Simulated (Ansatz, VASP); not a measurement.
Two plane-wave programs on MgVOF2

```
CELL_PARAMETERS angstrom
4.83582 -2.08976 0.00000
4.83582 2.08976 0.00000
-0.06480 0.00000 3.47219
ATOMIC_POSITIONS crystal
V 0.97963 0.97963 0.00707
Mg 0.63706 0.63706 0.51684
F 0.12341 0.12341 0.51585
F 0.84071 0.84071 0.49969
O 0.53852 0.53852 0.01196
```

Change from the starting cell: volume scaled by 1.02.

Alike in both runs: task single point; functional PBE; k mesh 7 × 7 × 8; occupations fermi-dirac, width 0.05 eV; collinear spin, ferromagnetic start.

|  | VASP | Ansatz |
| --- | --- | --- |
| version | VASP 6.6.1 | Ansatz 0.2.0 |
| potentials or method | VASP PAW PBE potentials, release 64 (V_sv, Mg, F, O) | Ansatz PAW |
| plane-wave cutoff (eV) | 520 | 420 |
| valence electrons in the cell | 35 | 43 |

VASP gave:

```
gap on the k mesh at the Fermi level (eV)                     : none
pressure (GPa)                                                : -4.2
largest component of the traceless stress (GPa)               : 0.81
rms of the force components (eV/Å)                            : 0.100
net moment per atom (μB)                                      : 0.60
size of the moment on the site where the two differ most (μB) : 2.66
```

What did Ansatz give for the same quantities?

gap on the k mesh at the Fermi level (eV): none; pressure (GPa): -4.0; largest component of the traceless stress (GPa): 0.76; rms of the force components (eV/Å): 0.112; net moment per atom (μB): 0.60; size of the moment on the site where the two differ most (μB): 2.28.

Site moments also hang on the region over which each program counts them. Atom by atom the forces differ by 0.014 eV/Å (rms over components). A gap of «none» marks a metal or a gap that the smearing closes. The two sets of potentials don't hold the same shells in valence.

Caveats: semilocal functionals often make such compounds metallic where correlation or magnetic order opens a gap, which also shifts bond lengths; the pressure holds a Pulay correction of +0.5 GPa for the finite cutoff (Ansatz).
